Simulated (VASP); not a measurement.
## MnS (relaxed from the wurtzite structure, space group P6_3mc): computed properties

Level of theory: PBEsol GGA, VASP's PBE PAW potentials (set 64) (plane waves; VASP).

```json
{
  "space_group": "P6_3mc (186)",
  "cell": "a = b = 3.929 Å, c = 6.326 Å, α = β = 90.00°, γ = 120.00°",
  "volume_per_atom": "21.14 Å³/atom",
  "band gap (over mesh and band path)": "none (metal, semimetal or under 0.01 eV)",
  "cell_moment": "9.83 μB",
  "density": "3.42 g/cm³"
}
```

```
CELL_PARAMETERS angstrom
      3.92897     0.00000     0.00000
     -1.96448     3.40259     0.00000
      0.00000     0.00000     6.32616
ATOMIC_POSITIONS crystal
  Mn 0.66667 0.33333 0.00213
  Mn 0.33333 0.66667 0.50213
  S  0.66667 0.33333 0.62307
  S  0.33333 0.66667 0.12307
```
Starting moments (μB, in the order of the record's atoms Mn Mn S S): 4.3 4.3 0.1 0.1.

The moments were started parallel, and other spin orders were not tried in this run.

The structure was generated: MnS was put into the wurtzite type (P6_3mc), which need not be its known phase. It was relaxed first, which changed the volume by -5 %. Symmetry was kept, so distortions that lower it aren't found.
